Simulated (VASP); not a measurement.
```
CELL_PARAMETERS angstrom
      0.00000     2.95539     2.95539
      2.95539     0.00000     2.95539
      2.95539     2.95539     0.00000
ATOMIC_POSITIONS crystal
  Li 0.25000 0.25000 0.25000
  Li 0.75000 0.75000 0.75000
  Se 0.00000 0.00000 0.00000
```

The numbers are results of MS2 meta-GGA, VASP's PBE PAW potentials (set 64) (plane waves; VASP 6.6.1), not measurements. Settings: 520 eV cut-off, 7×7×7 Γ-centred mesh, tetrahedra with Blöchl corrections, potentials Li_sv Se.

Estimate the energy per atom (σ→0), band gap (over mesh and band path) with the smallest direct gap where there is one.

The band gap (over mesh and band path) is 3.40 eV and the smallest direct gap (over mesh and band path) is 4.30 eV. The energy per atom (σ→0) comes out as -4.654 eV/atom.

Only differences to runs with the same potentials and settings are physical.

The compound is Li2Se in the antifluorite structure. It was relaxed first.
